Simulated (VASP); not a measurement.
Data:

```
CELL_PARAMETERS angstrom
      0.00000     3.23000     3.23000
      3.23000     0.00000     3.23000
      3.23000     3.23000     0.00000
ATOMIC_POSITIONS crystal
  Hg 0.00000 0.00000 0.00000
  Te 0.25000 0.25000 0.25000
```

Method: rev-vdW-DF2, VASP's PBE PAW potentials (set 64) (plane waves; VASP). Numerical set-up: 520 eV cut-off, 7×7×7 Γ-centred mesh, Gaussian smearing of 0.050 eV, potentials Hg Te.

Energy and stress use the plane-wave basis of the starting cell.

The ions, cell shape and volume are relaxed. Which structure does the run end with?

```
CELL_PARAMETERS angstrom
      0.00000     3.29791     3.29791
      3.29791     0.00000     3.29791
      3.29791     3.29791     0.00000
ATOMIC_POSITIONS crystal
  Hg 0.00000 0.00000 0.00000
  Te 0.25000 0.25000 0.25000
```
Space group F-43m (216), at a tolerance of 0.03 Å.

How do energy and volume change from the first to the last step?

The energy (σ→0) changes by -17.6 meV/atom and the volume by +6.4 %, in 3 ionic steps.

The compound is HgTe in the zinc blende structure. This run relaxes it. Symmetry was kept, so distortions that lower it aren't found.
